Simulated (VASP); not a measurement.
These are PBE GGA, VASP's PBE PAW potentials (set 64) (plane waves; VASP 6.6.1) values and carry that method's errors.

VASP ran on this input.

### POSCAR
```
B33N31
1.0
  7.2488848260   0.0000000000   0.0000000000
  0.0000000000   7.2488848260   0.0000000000
  0.0000000000   0.0000000000   7.2488848260
B N
33 31
Direct
  0.5000000000   0.0000000000   0.0000000000
  0.7460330000   0.2559820000   0.0030820000
  0.7465710000   0.9974420000   0.2456820000
  0.0000000000   0.0000000000   0.0000000000
  0.2500000000   0.2500000000   0.0000000000
  0.4986480000   0.4979940000   0.0043450000
  0.7500000000   0.7500000000   0.0000000000
  0.2500000000   0.0000000000   0.2500000000
  0.4932010000   0.2554560000   0.2479830000
  0.6309060000   0.3736240000   0.3745640000
  0.7492730000   0.5056490000   0.2519680000
  0.4961970000   0.9951840000   0.4993580000
  0.7503720000   0.2464720000   0.4934780000
  0.7500000000   0.0000000000   0.7500000000
  0.0000000000   0.5000000000   0.0000000000
  0.2500000000   0.7500000000   0.0000000000
  0.0000000000   0.2500000000   0.2500000000
  0.2434570000   0.5064320000   0.2561950000
  0.5042130000   0.7484360000   0.2529230000
  0.0000000000   0.0000000000   0.5000000000
  0.2495450000   0.2448800000   0.5005840000
  0.4942620000   0.5012110000   0.5031400000
  0.7523070000   0.7452940000   0.5036520000
  0.2500000000   0.0000000000   0.7500000000
  0.5018830000   0.2464450000   0.7538400000
  0.7564690000   0.5037640000   0.7477420000
  0.0000000000   0.7500000000   0.2500000000
  0.0000000000   0.5000000000   0.5000000000
  0.2500000000   0.7500000000   0.5000000000
  0.0000000000   0.2500000000   0.7500000000
  0.2500000000   0.5000000000   0.7500000000
  0.5000000000   0.7500000000   0.7500000000
  0.0000000000   0.7500000000   0.7500000000
  0.6226710000   0.1189140000   0.1234270000
  0.8687330000   0.3794440000   0.1262710000
  0.8729300000   0.1216420000   0.3682380000
  0.1250000000   0.1250000000   0.1250000000
  0.3778830000   0.3812710000   0.1264100000
  0.6222010000   0.6256170000   0.1314050000
  0.8750000000   0.8750000000   0.1250000000
  0.3723030000   0.1200050000   0.3815710000
  0.8714010000   0.6274390000   0.3740210000
  0.6294520000   0.1269080000   0.6318760000
  0.8776370000   0.3721840000   0.6287340000
  0.8750000000   0.1250000000   0.8750000000
  0.1250000000   0.6250000000   0.1250000000
  0.3750000000   0.8750000000   0.1250000000
  0.1250000000   0.3750000000   0.3750000000
  0.3802110000   0.6277880000   0.3705000000
  0.6250000000   0.8750000000   0.3750000000
  0.1250000000   0.1250000000   0.6250000000
  0.3705920000   0.3737590000   0.6271120000
  0.6187480000   0.6244160000   0.6196630000
  0.8750000000   0.8750000000   0.6250000000
  0.3750000000   0.1250000000   0.8750000000
  0.6250000000   0.3750000000   0.8750000000
  0.8750000000   0.6250000000   0.8750000000
  0.1250000000   0.8750000000   0.3750000000
  0.1250000000   0.6250000000   0.6250000000
  0.3750000000   0.8750000000   0.6250000000
  0.1250000000   0.3750000000   0.8750000000
  0.3750000000   0.6250000000   0.8750000000
  0.6250000000   0.8750000000   0.8750000000
  0.1250000000   0.8750000000   0.8750000000
```

### INCAR
```
! general
SYSTEM  = B33N31
PREC    = Normal
ENCUT   = 400
LREAL   = Auto
LASPH   = .TRUE.
ISYM    = 0
NELECT  = 255.0

! electronic loop
EDIFF   = 1E-5
NELM    = 100
NELMIN  = 4
ALGO    = Fast

! smearing
ISMEAR  = 0
SIGMA   = 0.05

! functional
GGA     = PE

! spin
ISPIN   = 2
MAGMOM  = 64*0.0156
NUPDOWN = 1

! ions
IBRION  = 2
NSW     = 60
ISIF    = 2
EDIFFG  = -0.03

! output
LWAVE   = .TRUE.
LCHARG  = .FALSE.
LORBIT  = 10
```

### KPOINTS
```
Automatic
0
G
1 1 1
0 0 0
```

POTCAR, in this order: B N (PBE.64 set). Program: vasp_gam.

The resulting files:

### OSZICAR
```
...
       N       E                     dE             d eps       ncg     rms          rms(c)
DAV:   1    -0.537879224429E+03   -0.79637E-05   -0.46128E-04   736   0.603E-02    0.130E-02
RMM:   2    -0.537879226019E+03   -0.15902E-05   -0.13407E-05   385   0.100E-02    0.884E-03
RMM:   3    -0.537879225801E+03    0.21801E-06   -0.27698E-06   368   0.372E-03    0.530E-03
RMM:   4    -0.537879225795E+03    0.61991E-08   -0.12826E-06   271   0.241E-03
  13 F= -.53787923E+03 E0= -.53787923E+03  d E =-.756658E-03  mag=     1.0000
       N       E                     dE             d eps       ncg     rms          rms(c)
DAV:   1    -0.537879677293E+03   -0.45149E-03   -0.95896E-02   672   0.861E-01    0.116E-01
RMM:   2    -0.537879789923E+03   -0.11263E-03   -0.19695E-03   640   0.115E-01    0.689E-02
RMM:   3    -0.537879720953E+03    0.68970E-04   -0.66212E-04   642   0.511E-02    0.260E-02
RMM:   4    -0.537879728529E+03   -0.75760E-05   -0.87112E-05   538   0.218E-02
  14 F= -.53787973E+03 E0= -.53787973E+03  d E =-.502734E-03  mag=     1.0000
       N       E                     dE             d eps       ncg     rms          rms(c)
DAV:   1    -0.537879767436E+03   -0.46483E-04   -0.11003E-02   768   0.290E-01    0.460E-02
RMM:   2    -0.537879781267E+03   -0.13831E-04   -0.25027E-04   640   0.409E-02    0.285E-02
RMM:   3    -0.537879770877E+03    0.10390E-04   -0.88412E-05   542   0.186E-02    0.124E-02
RMM:   4    -0.537879772430E+03   -0.15528E-05   -0.12881E-05   400   0.799E-03
  15 F= -.53787977E+03 E0= -.53787977E+03  d E =-.546635E-03  mag=     1.0000
       N       E                     dE             d eps       ncg     rms          rms(c)
DAV:   1    -0.537880164937E+03   -0.39406E-03   -0.40809E-02   672   0.542E-01    0.940E-02
RMM:   2    -0.537880247577E+03   -0.82641E-04   -0.95728E-04   640   0.765E-02    0.578E-02
RMM:   3    -0.537880198408E+03    0.49169E-04   -0.36532E-04   642   0.346E-02    0.204E-02
RMM:   4    -0.537880202921E+03   -0.45125E-05   -0.45572E-05   454   0.154E-02
  16 F= -.53788020E+03 E0= -.53788020E+03  d E =-.430491E-03  mag=     1.0000
       N       E                     dE             d eps       ncg     rms          rms(c)
DAV:   1    -0.537880532559E+03   -0.33415E-03   -0.36604E-01   640   0.163E+00    0.270E-01
RMM:   2    -0.537881197514E+03   -0.66496E-03   -0.82277E-03   640   0.226E-01    0.163E-01
RMM:   3    -0.537880806747E+03    0.39077E-03   -0.28465E-03   643   0.991E-02    0.569E-02
RMM:   4    -0.537880841400E+03   -0.34653E-04   -0.35844E-04   640   0.435E-02    0.331E-02
RMM:   5    -0.537880836708E+03    0.46921E-05   -0.92250E-05   519   0.192E-02
  17 F= -.53788084E+03 E0= -.53788084E+03  d E =-.106428E-02  mag=     1.0000
       N       E                     dE             d eps       ncg     rms          rms(c)
DAV:   1    -0.537881173141E+03   -0.33174E-03   -0.28201E-02   736   0.444E-01    0.807E-02
RMM:   2    -0.537881223323E+03   -0.50182E-04   -0.67194E-04   640   0.621E-02    0.490E-02
RMM:   3    -0.537881188936E+03    0.34387E-04   -0.27857E-04   624   0.295E-02    0.165E-02
RMM:   4    -0.537881192642E+03   -0.37064E-05   -0.38237E-05   439   0.137E-02
  18 F= -.53788119E+03 E0= -.53788119E+03  d E =-.355934E-03  mag=     1.0000
       N       E                     dE             d eps       ncg     rms          rms(c)
DAV:   1    -0.537881720893E+03   -0.53196E-03   -0.25294E-01   640   0.134E+00    0.225E-01
RMM:   2    -0.537882159073E+03   -0.43818E-03   -0.55416E-03   640   0.182E-01    0.135E-01
RMM:   3    -0.537881882696E+03    0.27638E-03   -0.20602E-03   644   0.816E-02    0.449E-02
RMM:   4    -0.537881907253E+03   -0.24558E-04   -0.24308E-04   613   0.360E-02    0.255E-02
RMM:   5    -0.537881904642E+03    0.26112E-05   -0.63350E-05   477   0.157E-02
  19 F= -.53788190E+03 E0= -.53788190E+03  d E =-.106793E-02  mag=     1.0000
       N       E                     dE             d eps       ncg     rms          rms(c)
DAV:   1    -0.537880405726E+03    0.15015E-02   -0.10074E+00   640   0.267E+00    0.422E-01
RMM:   2    -0.537881882201E+03   -0.14765E-02   -0.20812E-02   640   0.356E-01    0.248E-01
RMM:   3    -0.537880958580E+03    0.92362E-03   -0.71138E-03   644   0.155E-01    0.804E-02
RMM:   4    -0.537881044631E+03   -0.86051E-04   -0.85475E-04   642   0.675E-02    0.451E-02
RMM:   5    -0.537881038547E+03    0.60848E-05   -0.21530E-04   617   0.296E-02    0.312E-02
RMM:   6    -0.537881041305E+03   -0.27583E-05   -0.56213E-05   478   0.144E-02
  20 F= -.53788104E+03 E0= -.53788104E+03  d E =-.204597E-03  mag=     1.0000
       N       E                     dE             d eps       ncg     rms          rms(c)
DAV:   1    -0.537881599907E+03   -0.56136E-03   -0.66441E-01   640   0.217E+00    0.340E-01
RMM:   2    -0.537882568536E+03   -0.96863E-03   -0.13613E-02   640   0.290E-01    0.201E-01
RMM:   3    -0.537881947734E+03    0.62080E-03   -0.45577E-03   644   0.125E-01    0.654E-02
RMM:   4    -0.537882010009E+03   -0.62275E-04   -0.56526E-04   641   0.547E-02    0.366E-02
RMM:   5    -0.537882005197E+03    0.48115E-05   -0.14405E-04   579   0.242E-02    0.255E-02
RMM:   6    -0.537882007169E+03   -0.19714E-05   -0.37336E-05   436   0.115E-02
  21 F= -.53788201E+03 E0= -.53788201E+03  d E =-.117046E-02  mag=     1.0000
       N       E                     dE             d eps       ncg     rms          rms(c)
DAV:   1    -0.537882528126E+03   -0.52293E-03   -0.26792E-02   704   0.456E-01    0.531E-02
RMM:   2    -0.537882564808E+03   -0.36681E-04   -0.50887E-04   640   0.603E-02    0.303E-02
RMM:   3    -0.537882552356E+03    0.12452E-04   -0.11109E-04   595   0.234E-02    0.121E-02
RMM:   4    -0.537882553667E+03   -0.13116E-05   -0.19996E-05   412   0.988E-03
  22 F= -.53788255E+03 E0= -.53788255E+03  d E =-.546498E-03  mag=     1.0000
       N       E                     dE             d eps       ncg     rms          rms(c)
DAV:   1    -0.537882889480E+03   -0.33712E-03   -0.83418E-02   656   0.802E-01    0.970E-02
RMM:   2    -0.537883011927E+03   -0.12245E-03   -0.16244E-03   640   0.107E-01    0.574E-02
RMM:   3    -0.537882970904E+03    0.41022E-04   -0.38971E-04   640   0.426E-02    0.228E-02
RMM:   4    -0.537882976202E+03   -0.52975E-05   -0.67672E-05   499   0.179E-02
  23 F= -.53788298E+03 E0= -.53788298E+03  d E =-.969033E-03  mag=     1.0000
       N       E                     dE             d eps       ncg     rms          rms(c)
DAV:   1    -0.537883286833E+03   -0.31593E-03   -0.26602E-02   736   0.459E-01    0.502E-02
RMM:   2    -0.537883325876E+03   -0.39043E-04   -0.45478E-04   640   0.578E-02    0.301E-02
RMM:   3    -0.537883317502E+03    0.83738E-05   -0.96415E-05   569   0.223E-02    0.133E-02
RMM:   4    -0.537883318743E+03   -0.12410E-05   -0.21388E-05   416   0.950E-03
  24 F= -.53788332E+03 E0= -.53788332E+03  d E =-.342541E-03  mag=     1.0000
       N       E                     dE             d eps       ncg     rms          rms(c)
DAV:   1    -0.537883414612E+03   -0.97109E-04   -0.38109E-02   656   0.550E-01    0.564E-02
RMM:   2    -0.537883467144E+03   -0.52533E-04   -0.63026E-04   640   0.680E-02    0.341E-02
RMM:   3    -0.537883455954E+03    0.11190E-04   -0.13122E-04   618   0.262E-02    0.145E-02
RMM:   4    -0.537883457785E+03   -0.18311E-05   -0.27902E-05   429   0.110E-02
  25 F= -.53788346E+03 E0= -.53788346E+03  d E =-.481583E-03  mag=     1.0000
       N       E                     dE             d eps       ncg     rms          rms(c)
DAV:   1    -0.537883661611E+03   -0.20566E-03   -0.39950E-02   688   0.552E-01    0.684E-02
RMM:   2    -0.537883702996E+03   -0.41385E-04   -0.71364E-04   640   0.700E-02    0.404E-02
RMM:   3    -0.537883680822E+03    0.22174E-04   -0.22160E-04   634   0.301E-02    0.145E-02
RMM:   4    -0.537883685018E+03   -0.41963E-05   -0.34764E-05   440   0.130E-02
  26 F= -.53788369E+03 E0= -.53788369E+03  d E =-.227234E-03  mag=     1.0000
```

File OUTCAR:
```
------------------------ aborting loop because EDIFF is reached ----------------------------------------
  FORCE on cell =-STRESS in cart. coord.  units (eV):
  Direction    XX          YY          ZZ          XY          YZ          ZX
  --------------------------------------------------------------------------------------
  Total       11.9412642     12.1037944     11.0024195      2.1190952     -2.5915213      2.6977821
  in kB       50.2281625     50.9118082     46.2791299      8.9134832    -10.9006341     11.3475956
  external PRESSURE =      49.1397002 kB  Pullay stress =       0.0000000 kB
  volume of cell :      380.90
      direct lattice vectors                 reciprocal lattice vectors
     7.248884826  0.000000000  0.000000000     0.137952254  0.000000000  0.000000000
     0.000000000  7.248884826  0.000000000     0.000000000  0.137952254  0.000000000
     0.000000000  0.000000000  7.248884826     0.000000000  0.000000000  0.137952254
  FREE ENERGIE OF THE ION-ELECTRON SYSTEM (eV)
  ---------------------------------------------------
  free  energy   TOTEN  =      -537.8836850185 eV

  energy  without entropy=     -537.8836850185  energy(sigma->0) =     -537.88368502

 total charge

# of ion       s       p       d       tot
------------------------------------------
    1        0.678   1.371   0.000   2.049
    2        0.673   1.354   0.000   2.027
    3        0.673   1.354   0.000   2.027
    4        0.677   1.371   0.000   2.048
    5        0.680   1.386   0.000   2.067
    6        0.671   1.346   0.000   2.017
    7        0.680   1.386   0.000   2.066
    8        0.680   1.387   0.000   2.067
    9        0.696   1.414   0.000   2.110
   10        0.780   1.654   0.000   2.433
   11        0.696   1.412   0.000   2.108
   12        0.671   1.347   0.000   2.018
   13        0.697   1.419   0.000   2.116
   14        0.680   1.386   0.000   2.067
   15        0.677   1.371   0.000   2.048
   16        0.676   1.367   0.000   2.043
   17        0.673   1.354   0.000   2.027
   18        0.673   1.355   0.000   2.028
   19        0.673   1.355   0.000   2.029
   20        0.678   1.375   0.000   2.053
   21        0.673   1.356   0.000   2.029
   22        0.685   1.340   0.000   2.024
   23        0.673   1.356   0.000   2.029
   24        0.676   1.368   0.000   2.044
   25        0.673   1.354   0.000   2.027
   26        0.673   1.354   0.000   2.027
   27        0.680   1.387   0.000   2.067
   28        0.671   1.347   0.000   2.018
   29        0.678   1.370   0.000   2.048
   30        0.680   1.387   0.000   2.067
   31        0.677   1.367   0.000   2.044
   32        0.677   1.367   0.000   2.044
   33        0.676   1.367   0.000   2.043
   34        1.224   2.704   0.000   3.928
   35        1.224   2.703   0.000   3.927
   36        1.225   2.709   0.000   3.933
   37        1.223   2.719   0.000   3.942
   38        1.223   2.728   0.000   3.952
   39        1.223   2.728   0.000   3.952
   40        1.223   2.719   0.000   3.942
   41        1.224   2.729   0.000   3.953
   42        1.224   2.729   0.000   3.953
   43        1.223   2.728   0.000   3.952
   44        1.223   2.728   0.000   3.951
   45        1.223   2.719   0.000   3.942
   46        1.223   2.721   0.000   3.944
   47        1.223   2.721   0.000   3.944
   48        1.222   2.717   0.000   3.939
   49        1.224   2.713   0.000   3.937
   50        1.222   2.717   0.000   3.939
   51        1.223   2.721   0.000   3.944
   52        1.224   2.708   0.000   3.931
   53        1.224   2.708   0.000   3.932
   54        1.223   2.721   0.000   3.944
   55        1.223   2.721   0.000   3.943
   56        1.222   2.717   0.000   3.938
   57        1.223   2.720   0.000   3.943
   58        1.227   2.733   0.000   3.960
   59        1.223   2.719   0.000   3.942
   60        1.223   2.719   0.000   3.942
   61        1.227   2.731   0.000   3.958
   62        1.223   2.719   0.000   3.942
   63        1.227   2.731   0.000   3.958
   64        1.224   2.719   0.000   3.943
--------------------------------------------------
tot         60.403 129.804   0.000 190.207

 magnetization (x)

# of ion       s       p       d       tot
------------------------------------------
    1        0.000   0.004   0.000   0.004
    2       -0.000  -0.001   0.000  -0.001
    3       -0.000  -0.001   0.000  -0.001
    4       -0.000   0.000   0.000   0.000
    5       -0.000  -0.000   0.000  -0.000
    6        0.000   0.000   0.000   0.000
    7       -0.000  -0.000   0.000  -0.000
    8       -0.000  -0.000   0.000  -0.000
    9        0.002   0.015   0.000   0.017
   10        0.012   0.241   0.000   0.253
   11        0.002   0.017   0.000   0.020
   12        0.000   0.000   0.000   0.000
   13       -0.000   0.005   0.000   0.004
   14       -0.000  -0.000   0.000  -0.001
   15        0.000   0.004   0.000   0.005
   16       -0.000   0.000   0.000   0.000
   17       -0.000  -0.001   0.000  -0.001
...
```
(Selected blocks of OUTCAR.)

File CONTCAR:
```
B33N31
   1.00000000000000
     7.2488848260000003    0.0000000000000000    0.0000000000000000
     0.0000000000000000    7.2488848260000003    0.0000000000000000
     0.0000000000000000    0.0000000000000000    7.2488848260000003
  B               N
    33    31
Direct
     0.4995517533281840    0.9996148017267796    0.9998296610010829
     0.7493391887218267    0.2501816134686263    0.0017552109654013
     0.7495482891535711    0.0011825481710164    0.2505427855615401
     0.9992517308555348    0.0003749756802962    0.0006883971526169
     0.2483694195062934    0.2506392683987830    0.9994747581012133
     0.4995920857475731    0.4999371849647857    0.0014328818258819
     0.7489262096212330    0.7512538911132696    0.9994406530825328
     0.2482052724162970    0.9990833559343975    0.2509595003324048
     0.4914256115791547    0.2475715158850014    0.2486792369733061
     0.6313941944032779    0.3679252402878935    0.3692260905915384
     0.7517707654993815    0.5083655758869399    0.2488167689458801
     0.4996448947281246    0.0010013093960741    0.5004327293260559
     0.7523217134482980    0.2471260469840464    0.5073384605925630
     0.7490225753947319    0.9990708790785867    0.7516808699981602
     0.9998899971776946    0.4999538983596656    0.9999202629107287
     0.2495053780303917    0.7500278861762890    0.0002938585827633
     0.9983686279030233    0.2499976610590031    0.2505771022428562
     0.2492102573833928    0.4993169829396115    0.2492765638272750
     0.5001618135383646    0.7504023728301573    0.2492333507199271
     0.0002768787938401    0.9993397732639000    0.5003048794754305
     0.2493243322178556    0.2489863364610320    0.4996729346266910
     0.4938003839460117    0.5059789594910867    0.5046475687982817
     0.7506157323168042    0.7503156500522782    0.4997154792609892
     0.2496296046067595    0.0000049624134106    0.7504111354181512
     0.5004768961590532    0.2490059265164986    0.7502817268757470
     0.7505547104930640    0.4990597820665696    0.7502834541325457
     0.0004595618601862    0.7513677525919157    0.2509544801301883
     0.9986097749852556    0.4998883150291134    0.5004641675172601
     0.2489201000892982    0.7506903937491652    0.5001524982342559
     0.0004595502493962    0.2505550224061707    0.7516584081654617
     0.2490712268653754    0.4998361839010332    0.7508573938799329
     0.4997137070727978    0.7505411198795167    0.7508831696296859
     0.9995660025747705    0.7499111049883352    0.7504570876417199
     0.6240887986324808    0.1221651168107303    0.1226478495867058
     0.8772396927659643    0.3754290614807602    0.1227754974536861
     0.8780616831597375    0.1215066441588817    0.3759172288574282
     0.1240581952117254    0.1245947589036795    0.1248829470539246
     0.3695394106280147    0.3744651536335725    0.1213767617867154
     0.6250438098678230    0.6300722386795616    0.1214178631790268
     0.8749817957386365    0.8755053660617591    0.1248831748677138
     0.3693585195982953    0.1207449758143852    0.3749555417962324
     0.8787661586870873    0.6302105503251590    0.3749718546846487
     0.6252428601537294    0.1206675484447474    0.6303756778609308
     0.8788657729420147    0.3742805836905324    0.6303347315174279
     0.8749861499876106    0.1246138343868014    0.8760366816378845
     0.1245653725279001    0.6256898235102840    0.1247607176444405
     0.3738215014258668    0.8749517541088604    0.1247241808024170
     0.1240346052818868    0.3750285413516447    0.3754310782393778
     0.3731144805630468    0.6264919418972312    0.3746916095296802
     0.6245319452754464    0.8755304173705623    0.3753971316124146
     0.1247873988228820    0.1244136482994291    0.6261626274787773
     0.3736262948220388    0.3745279248524467    0.6260519134306302
     0.6250734893257436    0.6260363703039574    0.6260972507353120
     0.8752086385407940    0.8748030176011007    0.6261650318374171
     0.3739733809447536    0.1245866669071105    0.8751123243454606
     0.6245395783779127    0.3750121088435210    0.8757880414907769
     0.8749800554060694    0.6255324452671374    0.8751794301484058
     0.1251432005407596    0.8744087135016797    0.3751717132364020
     0.1251310966582907    0.6251593582887857    0.6255919178559504
     0.3743874271479669    0.8744754117130021    0.6255887689909083
     0.1251048511080457    0.3747284196798149    0.8749070740805965
     0.3744056418245765    0.6251498506410018    0.8748463085189989
     0.6247916733330564    0.8744599899493884    0.8749117448805086
     0.1246672800330232    0.8749014723712085    0.8752657983391408
```

At this cut-off the stress carries a Pulay error, which pulls relaxed volumes low. The cell is charged, with a uniform compensating background. The supercell is sampled at Γ alone, which is coarse: total energies, pressure and levels can be off, energies of defects by several tenths of an eV.

The cell is a supercell with a defect, built from BN (zinc blende): B_N, charge -1.
